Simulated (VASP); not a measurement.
OSZICAR of a VASP run on SrAg2 (atoms displaced from the space group 74 structure):

OSZICAR:
```
       N       E                     dE             d eps       ncg     rms          rms(c)
DAV:   1     0.308119000238E+03    0.30812E+03   -0.23347E+04  2736   0.104E+03
DAV:   2    -0.377177956680E+01   -0.31189E+03   -0.29789E+03  2982   0.282E+02
DAV:   3    -0.210438995968E+02   -0.17272E+02   -0.17029E+02  4008   0.535E+01
DAV:   4    -0.217727452694E+02   -0.72885E+00   -0.72696E+00  3842   0.928E+00
DAV:   5    -0.217885051038E+02   -0.15760E-01   -0.15758E-01  3558   0.124E+00    0.278E+01
DAV:   6    -0.204214691018E+02    0.13670E+01   -0.87856E+00  3000   0.177E+01    0.125E+01
DAV:   7    -0.203712079933E+02    0.50261E-01   -0.50018E-01  3480   0.425E+00    0.505E+00
DAV:   8    -0.203514581913E+02    0.19750E-01   -0.30957E-02  3346   0.909E-01    0.111E+00
DAV:   9    -0.203494359805E+02    0.20222E-02   -0.71022E-03  3820   0.444E-01    0.187E-01
DAV:  10    -0.203495241654E+02   -0.88185E-04   -0.30837E-04  4140   0.701E-02    0.494E-02
DAV:  11    -0.203495494131E+02   -0.25248E-04   -0.52334E-05  4250   0.235E-02    0.164E-02
DAV:  12    -0.203495499879E+02   -0.57478E-06   -0.54015E-06  3122   0.112E-02
   1 F= -.20349550E+02 E0= -.20347721E+02  d E =-.365756E-02
```

Question: Which electronic solver shows in the log?

Answer: It is blocked Davidson (ALGO = Normal, or the opening steps of other solvers). The INCAR had ALGO = Normal.

Question: Can the final energy be trusted as converged?

Answer: The run converged. It stopped with EDIFF = 1E-6, NELM = 100 (LDA (Ceperley-Alder, Perdew-Zunger), plane waves, VASP's LDA PAW potentials (set 64)).

The structure comes from a measured SrAg2 entry of the Crystallography Open Database, whose conditions weren't checked. The cell was not relaxed at this level, atoms are displaced from their ideal sites. The k-mesh is coarse (spacing up to 0.38 per Å, 2π included), so the numbers may not be converged in it.
